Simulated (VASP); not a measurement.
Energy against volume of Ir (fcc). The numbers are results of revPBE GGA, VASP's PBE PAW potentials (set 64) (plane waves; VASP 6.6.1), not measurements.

```
V (Å³/atom)  E (eV/atom)
-----------  -----------
13.755          -8.24456
14.194          -8.29418
14.633          -8.31021
15.072          -8.29831
15.511          -8.26322
```

Task: Fit a third-order Birch-Murnaghan equation of state.

Result: 
```json
{
 "volume_per_atom": "14.65 Å³/atom",
 "bulk_modulus": "336 GPa",
 "pressure_derivative_of_the_bulk_modulus": "5.17",
 "lattice_constant_a": "3.884 Å"
}
```

Measured: bulk modulus 365 GPa at 0 K (computed value off by -7.8 %), as given by H. Levämäki et al., Physical Review B (2014), arXiv:1402.3671 [corrected for temperature and zero-point phonon effects]; a 3.831 Å at 0 K (computed value off by +1.4 %), as given by Daniel Mejia-Rodriguez et al., Physical Review B (2018), arXiv:1807.09216 [static lattice: zero-point anharmonic expansion removed].

The compound is Ir in the fcc structure. It was relaxed first.
